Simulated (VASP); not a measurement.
Here is the system:

```
CELL_PARAMETERS angstrom
      4.20901     0.00000     0.00000
      0.00000     4.20901     0.00000
      0.00000     0.00000     4.20901
ATOMIC_POSITIONS crystal
  Cs 0.00000 0.00000 0.00000
  Cl 0.50000 0.50000 0.50000
```

The numbers are results of PBE GGA, VASP's PBE PAW potentials (set 64) (plane waves; VASP), not measurements. Run with 400 eV cut-off, 8×8×8 Γ-centred mesh, Gaussian smearing of 0.010 eV, potentials Cs_sv Cl.

Unless said otherwise, spin-orbit coupling is left out, though it shifts the bands of the heavy elements here.

Q: What does the run give for the energy per atom (σ→0), band gap (on the k-mesh) with the smallest direct gap where there is one?

A: 
```yaml
band gap (on the k-mesh): 4.99 eV
smallest direct gap (on the k-mesh): 4.99 eV
energy per atom (σ→0): -3.271 eV/atom
```

Only differences to runs with the same potentials and settings are physical.

The compound is CsCl in the CsCl type structure. It was relaxed first, which changed the volume by +7 %.
